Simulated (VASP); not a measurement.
# TiBrF3 (R3m) in VASP: relaxation of cell and atoms with PBE

Aim: the relaxation of cell and atoms of TiBrF3 with PBE.

Everything below comes from runs of VASP 6.6.1. Logs are shortened: lines on timing, memory, paths and dates and some standing lists are left out, and cuts for length are marked.

### Step 1. Starting point

The structure is trigonal, space group R3m (No. 160). The conventional cell has a = 6.448 Å, b = 6.448 Å, c = 8.343 Å, α = 90.00°, β = 90.00°, γ = 120.00°. Ti (site symmetry 3m) is surrounded by 3 F at 1.77 Å. Br (site symmetry 3m) is surrounded by 1 Ti at 2.33 Å. Around F (site symmetry m) lie 1 Ti at 1.77 Å.

The cell was built by a generator and needn't be a form met in nature.

### Step 2. Relaxation of cell and atoms, PBE

File INCAR:

```
SYSTEM = TiBrF3
PREC = Accurate ; ENCUT = 520
EDIFF = 1E-6 ; ISMEAR = 0
SIGMA = 0.03 ; LREAL = .FALSE.
LASPH = .TRUE. ; NELM = 120
ALGO = Normal ; ISIF = 3
LWAVE = .FALSE. ; LCHARG = .FALSE.
GGA = PE ; IBRION = 2
NSW = 90 ; EDIFFG = -0.01
KPAR = 4
```

File KPOINTS:

```
regular mesh
0
G
  6 6 6
  0 0 0
```

File POSCAR:

```
TiBrF3
1.0
    3.2239714600      1.8613607900      2.7810000200
   -3.2239714600      1.8613607900      2.7810000200
    0.0000000000     -3.7227215800      2.7810000200
Ti Br F
1 1 3
Direct
    0.0023974300      0.0023974300      0.0023974300
    0.7232412600      0.7232412600      0.7232412600
    0.7712264900      0.2211831900      0.2211831900
    0.2211831900      0.2211831900      0.7712264900
    0.2211831900      0.7712264900      0.2211831900
```

Potentials or basis: VASP PAW PBE potentials, release 64 (Ti_sv, Br, F).

On the command line:

```sh
> cat potpaw_PBE.64/Ti_sv/POTCAR potpaw_PBE.64/Br/POTCAR potpaw_PBE.64/F/POTCAR > POTCAR
> mpirun -np 4 vasp_std > vasp.out
```

OUTCAR:

```text
SYSTEM = TiBrF3
   PREC = Accurate
   ENCUT = 520
   EDIFF = 1E-6
   ISMEAR = 0
   LREAL = .FALSE.
   LASPH = .TRUE.
   NELM = 120
   ISIF = 3
   GGA = PE
   IBRION = 2
   NSW = 90
   EDIFFG = -0.01

 ion  position               nearest neighbor table
   1  0.002  0.002  0.002-   4 1.77   3 1.77   5 1.77   2 2.33
   2  0.723  0.723  0.723-   1 2.33
   3  0.771  0.221  0.221-   1 1.77
   4  0.221  0.221  0.771-   1 1.77
   5  0.221  0.771  0.221-   1 1.77

  LATTYP: Found a trigonal (rhomboedric) cell.
 ALAT       =     4.6467856715
 COS(alpha) =     0.0372642707

  Lattice vectors:

 A1 = (   3.2239714600,   1.8613607900,   2.7810000200)
 A2 = (  -3.2239714600,   1.8613607900,   2.7810000200)
 A3 = (   0.0000000000,  -3.7227215800,   2.7810000200)

Analysis of symmetry for initial positions (statically):
=====================================================================
 Subroutine PRICEL returns:
 Original cell was already a primitive cell.

 Routine SETGRP: Setting up the symmetry group for a
 trigonal (rhombohedral) supercell.

 Subroutine GETGRP returns: Found  6 space group operations
 (whereof  6 operations were pure point group operations)
 out of a pool of 12 trial point group operations.

The static configuration has the point symmetry C_3v.

Analysis of symmetry for dynamics (positions and initial velocities):
=====================================================================
 Subroutine PRICEL returns:
 Original cell was already a primitive cell.

 Routine SETGRP: Setting up the symmetry group for a
 trigonal (rhombohedral) supercell.

 Subroutine GETGRP returns: Found  6 space group operations
 (whereof  6 operations were pure point group operations)
 out of a pool of 12 trial point group operations.

The dynamic configuration has the point symmetry C_3v.

 Subroutine INISYM returns: Found  6 space group operations
 (whereof  6 operations are pure point group operations),
 and found     1 'primitive' translations

----------------------------------------------------------------------------------------

                                     Primitive cell

  volume of cell :     100.1323

  direct lattice vectors                    reciprocal lattice vectors
     3.223971460  1.861360790  2.781000020     0.155088222  0.089540226  0.119860960
    -3.223971460  1.861360790  2.781000020    -0.155088222  0.089540226  0.119860960
     0.000000000 -3.722721580  2.781000020     0.000000000 -0.179080453  0.119860960

  length of vectors
[... 113 lines left out ...]
   GGA     = PE    functional components
   LHFCALC =     F    Hartree Fock is set to
   AEXX    =    0.0000 exact exchange contribution
   IVDW    =     0    specifies the selected vdW correction
   LEPSILON=     F    determine dielectric tensor
   LRPA    =     F    only Hartree local field effects (RPA)
 conjugate gradient relaxation of ions
 non-spin polarized calculation
 Gauss-broadening in eV      SIGMA  =   0.03
  energy-cutoff  :      520.00
  volume of cell :      100.13
 maximum number of plane-waves:      2713
 NGX is ok and might be reduce to    36
   NGX = 17   NGY = 17   NGZ = 17

--------------------------------------- Ionic step        1  -------------------------------------------

 number of electron      40.0000018 magnetization

 Free energy of the ion-electron system (eV)
  ---------------------------------------------------
  ext. energy  EPLUGINS =         0.00000000
  ---------------------------------------------------
  free energy    TOTEN  =       -28.55632829 eV

  energy without entropy =      -28.55632829  energy(sigma->0) =      -28.55632829

------------------------ aborting loop because EDIFF is reached ----------------------------------------

  FORCE on cell =-STRESS in cart. coord.  units (eV):
  Direction    XX          YY          ZZ          XY          YZ          ZX
  --------------------------------------------------------------------------------------
  -------------------------------------------------------------------------------------
  Total        1.5688030      1.5688030      0.5861535      0.0000000      0.0000000     -0.0000000
  in kB       25.1018084     25.1018084      9.3788148      0.0000000      0.0000000     -0.0000000
  external PRESSURE =      19.8608105 kB  Pullay stress =       0.0000000 kB
[... 98 lines left out ...]
  FREE ENERGIE OF THE ION-ELECTRON SYSTEM (eV)
  ---------------------------------------------------
  free  energy   TOTEN  =       -28.5809703562 eV

  energy  without entropy=      -28.5809703562  energy(sigma->0) =      -28.58097036

[... ionic steps 4 to 43 ...]

--------------------------------------- Ionic step       44  -------------------------------------------

 number of electron      39.9999976 magnetization

------------------------ aborting loop because EDIFF is reached ----------------------------------------
[... 73 lines left out ...]
--------------------------------------- Ionic step       46  -------------------------------------------

 number of electron      39.9999976 magnetization

 Free energy of the ion-electron system (eV)
  ---------------------------------------------------
  ext. energy  EPLUGINS =         0.00000000
  ---------------------------------------------------
  free energy    TOTEN  =       -28.68582469 eV

  energy without entropy =      -28.68582469  energy(sigma->0) =      -28.68582469

 E-fermi :  -2.0727     XC(G=0):  -7.4836

 val. band max:       -2.2404707247   @ k =   0.0000   0.0000   0.0000
 cond. band min:       1.1671390894   @ k =   0.5000  -0.0000   0.0000
 fundamental gap:      3.4076098141
 Fermi energy:        -2.0727042078

 k-point     1 :       0.0000    0.0000    0.0000
  band No.  band energies     occupation
      1     -58.8166      2.00000
      2     -35.3074      2.00000
      3     -35.3074      2.00000
      4     -35.0404      2.00000
      5     -23.9305      2.00000
      6     -23.6056      2.00000
[... 637 lines left out ...]
     23       1.9946      0.00000
     24       2.5286      0.00000

 [... further k-points ...]

------------------------ aborting loop because EDIFF is reached ----------------------------------------

  FORCE on cell =-STRESS in cart. coord.  units (eV):
  Direction    XX          YY          ZZ          XY          YZ          ZX
  --------------------------------------------------------------------------------------
  -------------------------------------------------------------------------------------
  Total       -0.0130811     -0.0130811      0.0008298     -0.0000000      0.0000000      0.0000000
  in kB       -0.1821315     -0.1821315      0.0115532     -0.0000000      0.0000000      0.0000000
  external PRESSURE =      -0.1175699 kB  Pullay stress =       0.0000000 kB
[... 20 lines left out ...]
  FREE ENERGIE OF THE ION-ELECTRON SYSTEM (eV)
  ---------------------------------------------------
  free  energy   TOTEN  =       -28.6858246921 eV

  energy  without entropy=      -28.6858246921  energy(sigma->0) =      -28.68582469

 reached required accuracy - stopping structural energy minimisation
```

It took 4.6 min on 4 MPI ranks of Intel Xeon 6975P-C (Granite Rapids), shared host; peak memory 0.26 GiB.

What came out:

- Free energy: -28.6858 eV
- Relaxed volume: 23.01 Å³/atom
- Relaxed cell: a = 4.865 Å, b = 4.865 Å, c = 4.865 Å, α = 91.07°, β = 91.07°, γ = 91.07°
- Space group after relaxing (to 0.05 Å): R3m (No. 160)
- Energy gained by relaxing: 25.9 meV/atom
- Ionic steps: 46
- Pressure after relaxing: 0.0 GPa
- Band gap on the k mesh: 3.41 eV, indirect (least direct gap 3.42 eV)

Forces in eV/Å, atoms in the order of the input:
```
Ti   0.000  0.000  0.000
Br   0.000  0.000  0.001
F   -0.002 -0.001  0.000
F    0.000  0.002  0.000
F    0.002 -0.001  0.000
```

The path:
```tsv
step	energy change (eV)	largest force (eV/Å)	pressure (GPa)	volume (Å³)
1	0.0000	0.0889	1.99	100.13
3	-0.0246	0.6087	-0.39	103.60
5	-0.0879	0.4357	-0.16	109.20
7	-0.0963	0.8416	0.12	112.11
9	-0.1173	0.1394	-0.20	115.56
11	-0.1194	0.1495	0.04	115.27
13	-0.1218	0.1805	0.47	115.13
15	-0.1258	0.2416	-0.08	115.98
17	-0.1269	0.0660	0.02	115.91
19	-0.1270	0.0248	0.00	115.96
21	-0.1270	0.0284	0.00	115.96
23	-0.1274	0.0233	-0.03	115.96
25	-0.1284	0.0297	-0.13	115.99
27	-0.1286	0.0442	-0.22	116.01
29	-0.1289	0.0467	-0.07	115.81
31	-0.1289	0.0688	0.08	115.61
33	-0.1289	0.0554	0.00	115.72
35	-0.1290	0.0439	-0.02	115.70
37	-0.1292	0.0721	-0.01	115.41
39	-0.1293	0.0576	0.01	115.25
41	-0.1293	0.0186	0.04	114.57
43	-0.1295	0.0350	0.05	114.92
45	-0.1295	0.0193	0.01	115.02
46	-0.1295	0.0024	-0.01	115.07
```

Final structure:
```
CELL_PARAMETERS angstrom
3.47206 2.00459 2.75552
-3.47206 2.00459 2.75552
0.00000 -4.00919 2.75552
ATOMIC_POSITIONS crystal
Ti 0.00220 0.00220 0.00220
Br 0.71926 0.71926 0.71926
F 0.79498 0.21139 0.21139
F 0.21139 0.21139 0.79498
F 0.21139 0.79498 0.21139
```

A k mesh can miss the band edges. A hybrid or GW would open this gap; PBE tends to underestimate it.
